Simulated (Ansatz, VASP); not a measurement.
**LiY in two plane-wave programs**

One calculation is typed for both programs; each brings its own data sets. How far apart do they land? The cell is generated by rule, not measured, and may not be a known phase. The cell is taken from a series of runs on this material, whose earlier steps may have relaxed, scaled, displaced or heated it; both programs get it as it stands.

Method: plane waves, with VASP 6.6.1 beside it; relaxation of cell and atoms at PBEsol, in Ansatz 0.2.0.

### Step 1. The starting structure

The structure is cubic, space group Fd-3m (No. 227). The conventional cell has a = 7.393 Å, b = 7.393 Å, c = 7.393 Å, α = 90.00°, β = 90.00°, γ = 90.00°. Nearest to Li lie 4 Li at 3.20 Å and 4 Y at 3.20 Å. Y has 4 Y at 3.20 Å and 4 Li at 3.20 Å nearest. Farther neighbours are not listed.

Coordinates:

```xyz
4
Lattice="0.0000 3.6964 3.6964 3.6964 0.0000 3.6964 3.6964 3.6964 0.0000" Properties=species:S:1:pos:R:3 pbc="T T T"
Li    3.6964    3.6964    3.6964
Li    5.5445    5.5445    5.5445
Y     0.0000    0.0000    0.0000
Y     1.8482    1.8482    1.8482
```

### Step 2. VASP: relaxation of cell and atoms, PBEsol, pair 1

The relaxed volume is the usual yardstick between codes: in a stiff, nearly cubic crystal its relative difference is about their pressure difference at one cell divided by the bulk modulus.

Lines of VASP's logs that name or quote its potential files are left out, and so is its time.

The input, INCAR:

```
SYSTEM = LiY
PREC = Accurate
ENCUT = 750
EDIFF = 1E-07
NELM = 120
ISMEAR = 0
SIGMA = 0.1
LREAL = .FALSE.
ALGO = Normal
GGA = PS
NBANDS = 20
LASPH = .TRUE.
LORBIT = 11
LWAVE = .FALSE.
LCHARG = .FALSE.
ISIF = 3
IBRION = 2
NSW = 80
EDIFFG = -0.005
GGA_COMPAT = .FALSE.
NELMIN = 4
KPAR = 2
```

The input, POSCAR:

```
LiY
1.0
    0.0000000000      3.6963650000      3.6963650000
    3.6963650000      0.0000000000      3.6963650000
    3.6963650000      3.6963650000      0.0000000000
Li Y
2 2
Direct
    0.5000000000      0.5000000000      0.5000000000
    0.7499999324      0.7499999324      0.7499999324
    0.0000000000      0.0000000000      0.0000000000
    0.2499999324      0.2499999324      0.2499999324
```

The input, KPOINTS:

```
Automatic mesh
0
Gamma
10 10 10
0 0 0
```

Potentials, in the order of the species: Li_sv and Y_sv (PBE family, release 64).

On the command line:

```console
$ mpirun -np 2 vasp_std
```

Numbers of over 12 decimals in the logs are rounded to 6 here.

Log:

```text
[banner, memory and clock lines left out]
running    2 mpi-ranks, on    1 nodes
 distrk:  each k-point on    1 cores,    2 groups
 distr:  one band on    1 cores,    1 groups

 POSCAR found type information on POSCAR LiY
 POSCAR found :  2 types and       4 ions
|                                                                             |
|               ----> ADVICE to this user running VASP <----                  |
|                                                                             |
|     You enforced a specific xc type in the INCAR file but a different       |
|     [... a line on the potential file left out ...]
|     I HOPE YOU KNOW WHAT YOU ARE DOING!                                     |
|                                                                             |

 LDA part: xc-table for (Slater+PW92), standard interpolation
 POSCAR, INCAR and KPOINTS ok, starting setup
 FFT: planning ... GRIDC
 FFT: planning ... GRID_SOFT
 FFT: planning ... GRID
 WAVECAR not read
 entering main loop
       N       E                     dE             d eps       ncg     rms          rms(c)
DAV:   1     0.152773573278E+03    0.15277E+03   -0.16387E+04  1880   0.177E+03
DAV:   2     0.101143491343E+01   -0.15176E+03   -0.14773E+03  2032   0.369E+02
DAV:   3    -0.163926535426E+02   -0.17404E+02   -0.17087E+02  3576   0.638E+01
DAV:   4    -0.176539796362E+02   -0.12613E+01   -0.12568E+01  2632   0.217E+01
DAV:   5    -0.177404151031E+02   -0.86435E-01   -0.86422E-01  2956   0.420E+00    0.267E+01
DAV:   6    -0.163609886788E+02    0.13794E+01   -0.30651E+00  2012   0.648E+00    0.169E+01
DAV:   7    -0.163875668246E+02   -0.26578E-01   -0.26542E+00  3056   0.502E+00    0.368E+00
DAV:   8    -0.163584114248E+02    0.29155E-01   -0.84387E-01  2096   0.383E+00    0.120E+00
DAV:   9    -0.163454684649E+02    0.12943E-01   -0.13382E-01  2036   0.164E+00    0.379E-01
DAV:  10    -0.163440184817E+02    0.14500E-02   -0.89508E-03  2720   0.488E-01    0.737E-02
DAV:  11    -0.163440626266E+02   -0.44145E-04   -0.12037E-03  2956   0.169E-01    0.543E-02
DAV:  12    -0.163440521704E+02    0.10456E-04   -0.53875E-05  2328   0.486E-02    0.176E-02
DAV:  13    -0.163440468996E+02    0.52709E-05   -0.26933E-05  2608   0.230E-02    0.853E-03
DAV:  14    -0.163440474099E+02   -0.51030E-06   -0.26463E-06  2664   0.802E-03    0.257E-03
DAV:  15    -0.163440476141E+02   -0.20421E-06   -0.11340E-07  1624   0.254E-03    0.706E-04
DAV:  16    -0.163440477209E+02   -0.10682E-06   -0.76005E-08  1316   0.174E-03    0.467E-04
DAV:  17    -0.163440476740E+02    0.46937E-07   -0.30156E-08  1252   0.115E-03
   1 F= -.16344048E+02 E0= -.16335722E+02  d E =-.163440E+02
[...]
2 F= -.16344142E+02 E0= -.16335847E+02  d E =-.940148E-04
[...]
3 F= -.16344116E+02 E0= -.16335910E+02  d E =-.683008E-04
 curvature:  -2.85 expect dE=-0.184E-03 dE for cont linesearch -0.184E-03
 ZBRENT: interpolating
 opt :   2.5903  next Energy=   -16.344172 (dE=-0.124E-03)
 bond charge predicted
       N       E                     dE             d eps       ncg     rms          rms(c)
DAV:   1    -0.163457815200E+02   -0.16655E-02   -0.28233E-02  2836   0.970E-01    0.293E-01
DAV:   2    -0.163442920701E+02    0.14894E-02   -0.52370E-03  2412   0.389E-01    0.132E-01
DAV:   3    -0.163440881154E+02    0.20395E-03   -0.24428E-03  2948   0.199E-01    0.716E-02
DAV:   4    -0.163441385238E+02   -0.50408E-04   -0.14927E-04  2296   0.556E-02    0.378E-02
DAV:   5    -0.163441845558E+02   -0.46032E-04   -0.22922E-04  3124   0.514E-02    0.108E-02
DAV:   6    -0.163441839700E+02    0.58578E-06   -0.13933E-05  2708   0.154E-02    0.111E-02
DAV:   7    -0.163441840011E+02   -0.31109E-07   -0.83022E-07  2488   0.573E-03
   4 F= -.16344184E+02 E0= -.16335940E+02  d E =-.136327E-03
 curvature:  -0.86 expect dE=-0.851E-05 dE for cont linesearch -0.851E-05
 trial: gam=-0.21779 g(F)=  0.137E-40 g(S)=  0.988E-05 ort = 0.308E-04 (trialstep = 0.132E+01)
 search vector abs. value=  0.102E-05
 reached required accuracy - stopping structural energy minimisation
```

From OUTCAR (step 2):

```text
ion  position               nearest neighbor table
   1  0.500  0.500  0.500-   4 3.20   4 3.20   4 3.20   4 3.20
   2  0.750  0.750  0.750-   3 3.20   3 3.20   3 3.20   3 3.20
   3  0.000  0.000  0.000-   4 3.20   2 3.20   2 3.20   2 3.20   4 3.20   4 3.20   4 3.20   2 3.20

  LATTYP: Found a face centered cubic cell.
 ALAT       =     7.3927300000

 Subroutine GETGRP returns: Found 48 space group operations
 (whereof 24 operations were pure point group operations)

The static configuration has the point symmetry T_d .
 The point group associated with its full space group is O_h .

 Found     47 irreducible k-points:

   k-points           NKPTS =     47   k-points in BZ     NKDIM =     47   number of bands    NBANDS=     20

   dimension x,y,z NGX =    48 NGY =   48 NGZ =   48
   dimension x,y,z NGXF=    96 NGYF=   96 NGZF=   96

   ENCUT  =  750.0 eV  55.12 Ry    7.42 a.u.  11.67 11.67 11.67*2*pi/ulx,y,z

   NELECT =      28.0000    total number of electrons

 k-points in reciprocal lattice and weights: Automatic mesh
   0.00000000  0.00000000  0.00000000       0.001
   0.10000000  0.00000000  0.00000000       0.008
   0.20000000  0.00000000  0.00000000       0.008
   0.30000000  0.00000000  0.00000000       0.008
   0.40000000  0.00000000  0.00000000       0.008
   0.50000000  0.00000000  0.00000000       0.004
   0.10000000  0.10000000  0.00000000       0.006
   0.20000000  0.10000000  0.00000000       0.024
   0.30000000  0.10000000  0.00000000       0.024
[...]
-0.30000000  0.40000000  0.20000000       0.024
  -0.30000000  0.50000000  0.20000000       0.012

 average (electrostatic) potential at core
       1 -62.0994       2 -62.0994       3 -38.6700       4 -38.6700

 E-fermi :   2.1567

 k-point     1 :       0.0000    0.0000    0.0000
  band No.  band energies     occupation
    ...
     12       2.1049      1.53567
     13       2.1049      1.53567
     14       2.1966      0.57196
     15       2.1966      0.57196
     16       2.1967      0.57195
     17       3.1417      0.00000
     18       3.1417      0.00000
     19       3.1417      0.00000
     20       6.7517      0.00000

 k-point     2 :       0.1000    0.0000    0.0000
  band No.  band energies     occupation
    ...
     10     -20.5822      2.00000
     11      -2.0123      2.00000
     12       1.8673      1.99996
     13       1.8673      1.99996
     14       2.1832      0.70769
     15       2.4969      0.00000
     16       2.4969      0.00000
     17       2.9201      0.00000
     18       3.1318      0.00000
     19       3.1318      0.00000
    ...

 k-point     3 :       0.2000    0.0000    0.0000
  band No.  band energies     occupation
    ...
     10     -20.5693      2.00000
     11      -1.7407      2.00000
     12       1.6739      2.00000
     13       1.6739      2.00000
     14       2.0197      1.94732
     15       2.5516      0.00000
     16       2.7746      0.00000
     17       2.7746      0.00000
     18       3.2032      0.00000
     19       3.2032      0.00000
    ...

  Total       -0.0165269     -0.0165269     -0.0165269      0.0000000      0.0000000     -0.0000000
  in kB       -0.2634196     -0.2634196     -0.2634196      0.0000000      0.0000000     -0.0000000
  external PRESSURE =      -0.2634196 kB  Pullay stress =       0.0000000 kB

  energy-cutoff  :      750.00
  volume of cell :      100.52
      direct lattice vectors                 reciprocal lattice vectors
     0.000000000  3.690410856  3.690410856    -0.135486270  0.135486270  0.135486270
     3.690410856 -0.000000000  3.690410856     0.135486270 -0.135486270  0.135486270
     3.690410856  3.690410856  0.000000000     0.135486270  0.135486270 -0.135486270

 POSITION                                       TOTAL-FORCE (eV/Angst)
 -----------------------------------------------------------------------------------
      3.69041      3.69041      3.69041         0.000000      0.000000      0.000000
      5.53562      5.53562      5.53562        -0.000000     -0.000000     -0.000000
      0.00000      0.00000      0.00000        -0.000000      0.000000     -0.000000
      1.84520      1.84520      1.84520         0.000000     -0.000000      0.000000
 -----------------------------------------------------------------------------------
    total drift:                               -0.000074     -0.000074     -0.000146

  FREE ENERGIE OF THE ION-ELECTRON SYSTEM (eV)
  ---------------------------------------------------
  free  energy   TOTEN  =       -16.3441840011 eV

  energy  without entropy=      -16.3276950031  energy(sigma->0) =      -16.33593950

 reached required accuracy - stopping structural energy minimisation

 total charge
# of ion       s       p       d       f       tot
--------------------------------------------------
    1        2.034   0.058   0.000   0.000   2.091
    2        2.034   0.058   0.000   0.000   2.091
    3        2.311   6.153   1.000   0.007   9.471
    4        2.311   6.153   1.000   0.007   9.471
--------------------------------------------------
tot          8.689  12.421   2.000   0.015  23.124

[... 3 further parts left out ...]
```

CONTCAR:

```
LiY
   1.00000000000000
     0.0000000000000000    3.6904108561934659    3.6904108561934659
     3.6904108561934659   -0.0000000000000000    3.6904108561934659
     3.6904108561934659    3.6904108561934659    0.0000000000000000
  Li              Y
     2     2
Direct
     0.5000000000000000    0.5000000000000000    0.5000000000000000
     0.7499999324000015    0.7499999324000015    0.7499999324000015
     0.0000000000000000    0.0000000000000000    0.0000000000000000
     0.2499999324000015    0.2499999324000015    0.2499999324000015
```

### Step 3. Ansatz: relaxation of cell and atoms, PBEsol, pair 1

Ansatz runs on its default PAW (the set named soft_2) files.

The same cell, functional, mesh and smearing now go to Ansatz, which takes its cutoff from its data sets.

The input, input.yaml:

```yaml
crystal:
  lattice:
    - [0.0, 3.696364675, 3.696364675]
    - [3.696364675, 0.0, 3.696364675]
    - [3.696364675, 3.696364675, 0.0]
  atoms:
    - { symbol: Li, position: [0.5, 0.5, 0.5] }
    - { symbol: Li, position: [0.75, 0.75, 0.75] }
    - { symbol: "Y", position: [0.0, 0.0, 0.0] }
    - { symbol: "Y", position: [0.25, 0.25, 0.25] }
kpoints:
  mp_grid: { grid: [10, 10, 10] }
hamiltonian:
  xc: pbesol
scf:
  occupations: { method: gaussian, width: 0.1 }
output:
  forces: true
  stress: true
  eigenvalues: true
  write_density: true
  write_potential: true
  elf: true
  volumetric_format: npy
relax:
  adjacent_minimum: "off"
  f_tol: 0.005
  max_steps: 80
  cell: { stress_tol: 0.05 }
```

On the command line:

```console
$ ansatz run input.yaml --threads 4 --pin off --max-ram 14336MiB --backend cpu --events-out ev --progress --plain --runs-dir out
```

Log:

```text
Engine: ansatz 0.2.0, aarch64-unknown-linux-gnu
Pseudopotentials: kind: paw
Pseudopotential: Li, paw, valence charge 3, recommended cutoff 420 eV (normal), Li.paw.azcp
Pseudopotential: Y, paw, valence charge 11, recommended cutoff 420 eV (normal), Y.paw.azcp
Functional definition: PBEsol
  exchange = pbesol_x
  correlation = pbesol_c
Crystal: 4 atoms, lattice volume = 101.008 Å³
Basis set: ecut = 420 eV, 1989 PW (Γ), exchange–correlation on 72×72×72 points (8 copies of the dense FFT grid, shifted against one another)
Bands: 18, of which v1, the nominal top of the filled ones, is band 14 counted from 1 (13 counted from 0)
Symmetry: 48 space group operations
Space group: Fd-3m (ITA 227), of the structure as read, at distance tolerance 4.7e-5 Å
k-points: 47 of 1000
Non-local potential: Li, projectors of the file, l = 0: 3, l = 1: 2, l = 2: 1
Non-local potential: Y, projectors of the file, l = 0: 3, l = 1: 2, l = 2: 2, l = 3: 1
PAW form: soft (Blöchl's): semilocal exchange-correlation on the pseudo side does not see the compensation charge
PAW frozen core: Y, regenerated for the run's functional, and the local potential with it (the file was generated under x = pbe(κ = 0.804, μ = 0.219515), c = pbe(β = 0.066725))
PAW one-centre angular grid: Li, 110 points (default); XC on 64 Gauss nodes
PAW one-centre angular grid: Y, 590 points (default); XC on 64 Gauss nodes
Initial density: superposition of atomic densities (neutral atoms: chi_scale 0, normalization atom), corrected by the library's trained network
Initial wavefunctions: pseudopotential atomic-orbital guess
Functional: x = pbesol(κ = 0.804, μ = 0.123457), c = pbesol(β = 0.046)
SCF iter   1: F=—  HF=-7994.910971 eV  |F-HF|=—  |Δ(HF+E_count)|=         —  Δρ=2.41e-3  dr2=5.78e-3  ethr=1.77e-3  ⟨swp⟩=4.8  Hψ=3490  notcnv=0
preconditioner: auto → Kerker (q_TF=auto, 2.203 Å⁻¹)  [metal: Δε(μ)=0.026 eV  Ē_g=2.031 eV  σ=0.100 eV  W_gap=0.15  n_scr=14 (ndim 8)  ℏωp=10.5 eV  f_vac=0.000  D(μ)=3.23/eV (n_scr^D=26)]
SCF iter   2: F=—  HF=-7994.910068 eV  |F-HF|=—  |Δ(HF+E_count)|=   9.04e-4  Δρ=1.28e-3  dr2=1.59e-3  ethr=2.06e-5  ⟨swp⟩=2.1  Hψ=1582  notcnv=0
SCF iter   3: F=—  HF=-7994.909610 eV  |F-HF|=—  |Δ(HF+E_count)|=   4.57e-4  Δρ=1.79e-4  dr2=2.18e-5  ethr=5.68e-6  ⟨swp⟩=2.0  Hψ=1509  notcnv=0
SCF iter   4: F=—  HF=-7994.909610 eV  |F-HF|=—  |Δ(HF+E_count)|=   5.93e-7  Δρ=3.76e-5  dr2=1.55e-6  ethr=7.79e-8  ⟨swp⟩=1.9  Hψ=984  notcnv=0
iter 5 did not close the SCF: its close was put off for the readings that it lacked (scf_convergence_deferred on its scf_iter line)
SCF iter   5: F=-7994.909610 eV  HF=-7994.909610 eV  |F-HF|=1.62e-8  |Δ(HF+E_count)|=   2.96e-7  Δρ=7.62e-6  dr2=8.05e-8  ethr=5.54e-9  ⟨swp⟩=1.9  Hψ=988  notcnv=0
SCF iter   6: F=-7994.909610 eV  HF=-7994.909610 eV  |F-HF|=1.90e-9  |Δ(HF+E_count)|=   3.67e-9  Δρ=1.83e-6  dr2=5.50e-9  ethr=2.87e-10  ⟨swp⟩=5.1  Hψ=4900  notcnv=0
SCF 1 converged in 6 iterations: F = -7994.909610 eV  dr2 = 5.50e-9
  greatest PAW one-centre occupation: 1.000 electrons in one spin orbital (limit 2), on the Li atom at site 1 (counted from 0), in its partial waves of l = 0
relax step   1: F+E_penalty+E_count = -7994.90961004 eV  Δ(F+E_penalty+E_count) = +0.000e0 eV  max|allowed force component| = 1.120e-17 eV/Å  Δτ_max = 0.0000 Å  P = -0.028 GPa  Ω = 101.008 Å³  (6 SCF iters, dr2 threshold 1.00e-7 eV, accepted)
Initial density: handed on by an earlier stage of this run
Initial wavefunctions: pseudopotential atomic-orbital guess (no wavefunctions were taken with the density)
iter 1 solved again at ethr=3.97e-8 eV; its pass at ethr=3.10e-3 eV (dr2=1.11e-5 eV) is discarded
SCF iter   1: F=—  HF=-7994.909618 eV  |F-HF|=—  |Δ(HF+E_count)|=         —  Δρ=1.87e-6  dr2=5.33e-9  ethr=3.97e-8  ⟨swp⟩=4.0  Hψ=6302  notcnv=0
preconditioner: auto → Kerker (q_TF=auto, 2.203 Å⁻¹)  [metal: Δε(μ)=0.026 eV  Ē_g=2.017 eV  σ=0.100 eV  W_gap=0.15  n_scr=14 (ndim 8)  ℏωp=10.5 eV  f_vac=0.000  D(μ)=3.31/eV (n_scr^D=26)]
SCF iter   2: F=—  HF=-7994.909610 eV  |F-HF|=—  |Δ(HF+E_count)|=   7.71e-6  Δρ=1.22e-6  dr2=2.75e-9  ethr=1.90e-11  ⟨swp⟩=2.4  Hψ=1546  notcnv=0
SCF iter   3: F=—  HF=-7994.909610 eV  |F-HF|=—  |Δ(HF+E_count)|=  5.11e-10  Δρ=2.95e-7  dr2=5.30e-11  ethr=9.83e-12  ⟨swp⟩=2.0  Hψ=1403  notcnv=0
SCF iter   4: F=-7994.909610 eV  HF=-7994.909610 eV  |F-HF|=3.64e-12  |Δ(HF+E_count)|=  2.64e-11  Δρ=1.24e-7  dr2=1.16e-11  ethr=1.00e-12  ⟨swp⟩=5.2  Hψ=3326  notcnv=0
SCF 2 converged in 4 iterations: F = -7994.909610 eV  dr2 = 1.16e-11
relax step   2: F+E_penalty+E_count = -7994.90961004 eV  Δ(F+E_penalty+E_count) = -1.034e-9 eV  max|allowed force component| = 3.614e-18 eV/Å  Δτ_max = 0.0000 Å  P = -0.028 GPa  Ω = 101.008 Å³  stress off target by 2.78e-2 GPa  SCF on the basis re-selected at this cell (its energy is not comparable with the rows above)  (4 SCF iters)
basis re-selected at this cell: Δ(F+E_penalty+E_count) = -1.034e-9 eV, ΔP = +0.000 GPa vs the last step (what re-selecting the basis moved, of the pressure what is left beyond the Pulay correction that the steps carried, after the strain that the cell walked since its last selection, with what the two solves' SCF thresholds leave and, on support functions, any second-order correction that the steps lacked; it is no m [...]
SCF converged after 4 iterations
Free energy (F): -7994.909610 eV
Harris-Foulkes:  -7994.909610 eV  (|F-HF|=3.64e-12)
Internal energy: -7994.893063 eV  (E = F + TS)
E sigma→0 (E₀):  -7994.901337 eV
Entropy (-TS):   -0.016547 eV (-4.137 meV/atom)
Fermi energy:    6.425483 eV
--- Per-component energies (eV) ---
  E_band       = -457.018538
  E_kinetic    = 652.902573
  E_local      = -1666.358231  (includes V_loc(G=0)·N_el)
  E_nonlocal   = 38.279536
  E_hartree    = 536.122405
  E_xc         = -362.587236
  E_vxc        = -421.176908  (∫ρ·V_xc dr)
  E_paw        = -5586.344160  (= ΣΔE_a)
  E_vpaw       = -132.910423  (= ΣTr[D̂ρ^β])
  E_aug_tail   = 0.000033  (compensation charges beyond the density's cutoff)
  E_ewald      = -1607.205530
  E_core_change = 0.297546  (= ΣΔE_core)
  E_smearing   = -0.016547  (= −TS)
  E_closure    = 0.000000  (closes the sum)
  Σ components = -7994.909610   (vs F -7994.909610, Δ=0.00e0)
--- Forces (eV/Å), atoms counted from 1 ---
  atom   1  Li    -0.00000000     0.00000000    -0.00000000
  atom   2  Li    -0.00000000    -0.00000000    -0.00000000
  atom   3  Y      0.00000000    -0.00000000     0.00000000
  atom   4  Y      0.00000000     0.00000000     0.00000000
  max |Σ_I F_I| component: 5.49e-18 eV/Å
--- Stress (GPa, compression-positive) ---
       -0.027798      -0.000000       0.000000
       -0.000000      -0.027798       0.000000
       -0.000000       0.000000      -0.027798
  P = ⅓ Tr σ = -0.0278 GPa (-0.278 kbar)
--- Band table (eV; the first three rows and the last of 47) ---
  k-point 0: bands = [... 10 lower, 2.1974, 6.3737, 6.3737, 6.4609, 6.4609, 6.4609, 7.4007, 7.4007]
  k-point 1: bands = [... 10 lower, 2.2901, 6.1365, 6.1365, 6.4474, 6.7600, 6.7600, 7.1813, 7.3912]
  k-point 2: bands = [... 10 lower, 2.5590, 5.9444, 5.9444, 6.2838, 6.8168, 7.0353, 7.0353, 7.4625]
  k-point 46: bands = [... 10 lower, 4.9278, 4.9278, 5.3399, 5.3399, 6.8568, 6.8568, 7.4515, 7.4515]
--- Relaxed structure (1 steps of the walk, 1 accepted, 1 SCFs on fresh bases) ---
  F+E_penalty+E_count = -7994.90961004 eV   max|allowed force component| = 3.614e-18 eV/Å   (the final SCF, on the basis selected at the relaxed cell)
  cell:  # Å, volume = 101.0077 Å³
    - [0.0, 3.696364675, 3.696364675]
    - [3.696364675, 0.0, 3.696364675]
    - [3.696364675, 3.696364675, 0.0]
  atoms:
    - { symbol: Li, position: [0.5, 0.5, 0.5] }
    - { symbol: Li, position: [0.75, 0.75, 0.75] }
    - { symbol: Y, position: [0.0, 0.0, 0.0] }
    - { symbol: Y, position: [0.25, 0.25, 0.25] }
```

In the SCF lines HF is the Harris–Foulkes energy and dr2 the Hartree energy of the density residual, in eV; the loop may stop once dr2 is under the threshold and the program's other checks hold. Hψ counts applications of the Hamiltonian.

### Step 4. Differences

Known differences besides the potentials themselves: the cutoff is 420 eV in Ansatz and 750 eV in VASP; Ansatz makes its cores anew for this functional, VASP keeps those of its PBE data sets; Ansatz adds a Pulay correction to the stress that steers its cell, VASP none. Total energies have different zeros and are not compared.

Compared:

```tsv
quantity	Ansatz	VASP	difference
volume (Å³)	101.01	100.52	+0.48 %
edge a after relaxation, in the typed setting (Å)	5.227	5.219	+0.16 %
```

[end of part 1 of 2]

[Lines on the potential files, build, host, timing and source positions are cut from VASP's logs without a mark.]

[Logs are printed without paths, hosts, clocks, repeated set-up lines and the standing remarks that a program may print on its own settings, such as how far it seeks lower states.]

[Hosts, paths, dates, database ids (printed as entryN), source tags and the programs' standing remarks are cut or masked in the printed files.]
